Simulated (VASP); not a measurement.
NbWS4:

```xyz
6
Lattice="3.2500 0.0000 0.0000 -1.6250 2.8146 0.0000 0.0000 0.0000 13.3000" Properties=species:S:1:pos:R:3 pbc="T T T"
Nb    0.0000    0.0000    0.0000
W     0.0000    0.0000    6.6500
S     0.0000    1.8764   11.7306
S     0.0000    1.8764    1.5694
S     1.6250    0.9382    8.2194
S     1.6250    0.9382    5.0806
```

The cell was built by a generator and needn't be a form met in nature.

```yaml
Program: VASP 6.6.1
Task: relaxation of cell and atoms
Functional: PBE
Potentials_or_basis: VASP PAW PBE potentials, release 64 (Nb_sv, W_sv, S)
Cutoff: 520 eV
k_mesh: 5 × 5 × 1
Occupations: gaussian, width 0.15 eV
Spin: no spin polarisation
```

At the start: pressure 0.8 GPa; volume 20.28 Å³/atom.

Q: How do energy, volume and symmetry change on relaxing?

A: Over 5 steps the energy falls by 3.3 meV/atom and the volume is 20.49 Å³/atom (+1.0 %); space group P-6m2 (No. 187, to 0.05 Å).

Step by step:
```
step  energy change (eV)  largest force (eV/Å)  pressure (GPa)  volume (Å³)
   1              0.0000                0.4048            0.80       121.66
   2             -0.0169                0.2023           -0.72       123.45
   3             -0.0171                0.2367           -0.77       123.30
   4             -0.0137                0.2926            1.03       122.29
   5             -0.0195                0.0306            0.07       122.92
```

Final structure:
```
Nb W S
1.0
     3.26862    0.00000    0.00000
    -1.63431    2.83071    0.00000
     0.00000    0.00000   13.28471
Nb W S
1 1 4
Direct
  0.00000 0.00000 0.00000
  0.00000 0.00000 0.50000
  0.33333 0.66667 0.88085
  0.33333 0.66667 0.11915
  0.66667 0.33333 0.61611
  0.66667 0.33333 0.38389
```

Caveat: the k mesh is coarse (spacing up to 0.47 Å⁻¹), so the values aren't converged; this functional lacks dispersion, which binds the layers, so the pressure and a relaxed spacing across them are unreliable.
